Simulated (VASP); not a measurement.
Output of a VASP run:

**OSZICAR**
```
       N       E                     dE             d eps       ncg     rms          rms(c)
DAV:   1     0.138757121922E+03    0.13876E+03   -0.11410E+04  5160   0.205E+03
DAV:   2     0.175086815852E+01   -0.13701E+03   -0.13060E+03  5201   0.333E+02
DAV:   3    -0.322958351240E+01   -0.49805E+01   -0.48924E+01  6231   0.743E+01
DAV:   4    -0.328165577218E+01   -0.52072E-01   -0.52059E-01  5840   0.657E+00
DAV:   5    -0.328320867397E+01   -0.15529E-02   -0.15529E-02  7504   0.124E+00    0.102E+01
DAV:   6    -0.284327177263E+01    0.43994E+00   -0.96147E+00  5202   0.907E+01    0.543E+00
DAV:   7    -0.234021484614E+01    0.50306E+00   -0.32447E+00  6292   0.948E+01    0.474E+00
DAV:   8    -0.231237757666E+01    0.27837E-01   -0.20202E-01  7259   0.101E+01    0.251E+00
DAV:   9    -0.230546067049E+01    0.69169E-02   -0.32570E-02  7770   0.500E+00    0.216E-01
DAV:  10    -0.230459623606E+01    0.86443E-03   -0.66051E-03  7735   0.201E+00    0.830E-02
DAV:  11    -0.230460011324E+01   -0.38772E-05   -0.39590E-04  6577   0.641E-01    0.339E-02
DAV:  12    -0.230458801436E+01    0.12099E-04   -0.66834E-05  6298   0.258E-01    0.447E-03
DAV:  13    -0.230458786770E+01    0.14666E-06   -0.18622E-06  6062   0.139E-02    0.238E-03
DAV:  14    -0.230458781803E+01    0.49665E-07   -0.38229E-07  4843   0.152E-02
   1 F= -.23045878E+01 E0= -.23046644E+01  d E =-.230459E+01
```

**OUTCAR**
```
------------------------ aborting loop because EDIFF is reached ----------------------------------------
  FORCE on cell =-STRESS in cart. coord.  units (eV):
  Direction    XX          YY          ZZ          XY          YZ          ZX
  --------------------------------------------------------------------------------------
  Total       -1.4537544     -1.4537544     -1.4311624      0.0000000      0.0000000      0.0000000
  in kB      -74.8873819    -74.8873819    -73.7235970      0.0000000      0.0000000      0.0000000
  external PRESSURE =     -74.4994536 kB  Pullay stress =       0.0000000 kB
  volume of cell :       31.10
      direct lattice vectors                 reciprocal lattice vectors
     2.922716326  0.000000000  0.000000000     0.342147471  0.000000000  0.000000000
     0.000000000  2.922716326  0.000000000     0.000000000  0.342147471  0.000000000
     0.000000000  0.000000000  3.640991330     0.000000000  0.000000000  0.274650475
 POSITION                                       TOTAL-FORCE (eV/Angst)
 -----------------------------------------------------------------------------------
      0.00000      0.00000      0.00000         0.000000      0.000000      0.000000
      1.46136      1.46136      1.82050         0.000000      0.000000      0.000000
 -----------------------------------------------------------------------------------
    total drift:                                0.000000      0.000000     -0.000000
  FREE ENERGIE OF THE ION-ELECTRON SYSTEM (eV)
  ---------------------------------------------------
  free  energy   TOTEN  =        -2.3045878180 eV

  energy  without entropy=       -2.3048176366  energy(sigma->0) =       -2.30466442

 reached required accuracy - stopping structural energy minimisation
```
(Selected blocks of OUTCAR.)

POSCAR:
```
CuAu
1
    2.9227163260     0.0000000000     0.0000000000
    0.0000000000     2.9227163260    -0.0000000000
    0.0000000000     0.0000000000     3.6409913299
Cu Au
1 1
Direct
  0.0000000000   0.0000000000   0.0000000000
  0.5000000000   0.5000000000   0.5000000000
```

Task: Reconstruct the remaining input files.

Result: One answer among several that fit: the input of the run itself, rev-vdW-DF2, plane waves, VASP's PBE PAW potentials (set 64).

**INCAR**
```
! general
SYSTEM   = CuAu
PREC     = Accurate
ENCUT    = 520
LREAL    = .FALSE.
LASPH    = .TRUE.

! electronic loop
EDIFF    = 1E-7
NELM     = 100
ALGO     = Normal
LMAXMIX  = 6

! smearing
ISMEAR   = 1
SIGMA    = 0.1

! functional
GGA      = MK
LUSE_VDW = .TRUE.
AGGAC    = 0.0
PARAM1   = 0.1234568
PARAM2   = 0.7114
ZAB_VDW  = -1.8867

! ions
IBRION   = 2
NSW      = 30
ISIF     = 4
EDIFFG   = -0.01

! output
LWAVE    = .FALSE.
LCHARG   = .FALSE.
```

**KPOINTS**
```
Automatic mesh
0
Gamma
13 13 10
0 0 0
```

POTCAR, in this order: Cu Au (PBE.64 set). Program: vasp_std.

The compound is CuAu in the L1_0 structure. This cell is one point of a volume scan, at 1.06 of the reference volume.
